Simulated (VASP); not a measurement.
Pb2N2O7F2: single point with PBE

Pb2N2O7F2:

```xyz
13
Lattice="4.7911 1.6823 0.7344 0.1297 6.2594 0.2082 0.3100 0.4250 6.4857" Properties=species:S:1:pos:R:3 pbc="T T T"
Pb    4.6796    3.7795    5.6489
Pb    4.7316    5.3650    2.0079
O     1.7880    2.8310    3.7112
O     1.9172    4.3602    4.6898
O     1.3827    1.1574    1.7823
O     2.4016    3.7564    1.4652
O     5.0096    7.2411    6.0873
O     3.0817    6.9133    4.4127
O     1.9195    5.5245    2.1040
N     1.4228    6.0485    0.8256
N     3.4795    6.5863    5.1694
F     3.6313    1.3636    1.2510
F     4.7058    2.9985    3.0790
```

The cell was built by a generator and needn't be a form met in nature.

```yaml
Program: VASP 6.6.1
Task: single point
Functional: PBE
Potentials_or_basis: VASP PAW PBE potentials, release 64 (Pb_d, O, N, F)
Cutoff: 520 eV
k_mesh: 3 × 3 × 3
Occupations: methfessel-paxton, width 0.15 eV
Spin: no spin polarisation
Dipole_correction: no
Further_INCAR_settings: ALGO = Fast; EDIFF = 1e-06; NBANDS = 59
```

```
Pressure               : 11.2 GPa
Largest force          : 62.887 eV/Å
Band gap on the k mesh : 0.06 eV, indirect (least direct gap 0.15 eV)
```

Forces in eV/Å, atoms in the order of the input:
```
Pb   -0.287  -0.815  -0.077
Pb    0.359   0.799  -0.700
O    -0.632   2.636   2.507
O    -0.369  -2.820  -1.136
O     0.196  -0.369  -2.902
O    -0.444   2.233  -0.203
O     1.146   0.386  -0.531
O   -26.345  23.452 -51.738
O    -0.155  -2.696  -3.860
N     2.046   1.411   5.383
N    25.895 -24.208  51.944
F    -0.261  -0.004   0.317
F    -1.150  -0.006   0.998
```

Stress tensor (GPa, compression positive):
```
  5.82  -7.51  14.94
 -7.51   0.13 -15.20
 14.94 -15.20  27.66
```

Levels at points of the mesh, in eV from the valence-band top:
| k point | band 43 | band 44 | band 45 | band 46 | band 47 | band 48 | band 49 | band 50 | band 51 | band 52 |
| --- | --- | --- | --- | --- | --- | --- | --- | --- | --- | --- |
| (0.00, 0.00, 0.00) | -1.23 | -1.03 | -0.82 | -0.46 | -0.13 | 0.12 | 0.58 | 0.91 | 1.26 | 1.57 |

It took 5.1 min on 1 thread of Intel(R) Xeon(R) Platinum 8375C CPU @ 2.90GHz (Ice Lake), with other jobs on the host, peak memory 0.38 GiB.

Caveat: the k mesh is coarse (spacing up to 0.44 Å⁻¹), so the values aren't converged; the standard files for N, O and F lose accuracy on very short bonds; spin-orbit coupling is left out, which as a rule narrows the gap of such compounds by several tenths of an eV. As with any semilocal functional, this PBE gap is likely too small.
